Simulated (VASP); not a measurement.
CdClO, 6 atoms in the cell. Symmetry: P6_3mc, No. 186, hexagonal system. The conventional cell has a = 3.812 Å, b = 3.812 Å, c = 9.563 Å, α = 90.00°, β = 90.00°, γ = 120.00°. Cd (site symmetry 3m) has 3 O at 2.27 Å as nearest neighbours. Cl (site symmetry 3m) is surrounded by 4 Cd at 2.80 to 3.06 Å and 3 O at 3.18 Å. Around O (site symmetry 3m) lie 3 Cd at 2.27 Å. The cell comes from a database or a generator and needn't be the stable form of this composition.

* Program: VASP 6.6.1
* Task: single point
* Functional: PBE
* Potentials or basis: VASP PAW PBE potentials, release 64 (Cd, Cl, O)
* Cutoff: 520 eV
* k mesh: 8 × 8 × 3
* Occupations: fermi-dirac, width 0.05 eV
* Spin: no spin polarisation
* Further INCAR settings: ALGO = Normal; EDIFF = 1e-07; NBANDS = 34

Potentials or basis: VASP PAW PBE potentials, release 64 (Cd, Cl, O).

Launch:

```console
$ cat potpaw_PBE.64/Cd/POTCAR potpaw_PBE.64/Cl/POTCAR potpaw_PBE.64/O/POTCAR > POTCAR
$ mpirun -np 1 vasp_std > vasp.out
```

Hardware: 1 thread of Intel(R) Xeon(R) 6975P-C (Granite Rapids), with other jobs on the host.

Q: How long does it take, and how much memory?

A: It took 94 s on 1 thread of Intel(R) Xeon(R) 6975P-C (Granite Rapids) (shared host), peak memory 0.26 GiB. Counts: scf iterations 30, k points 20.
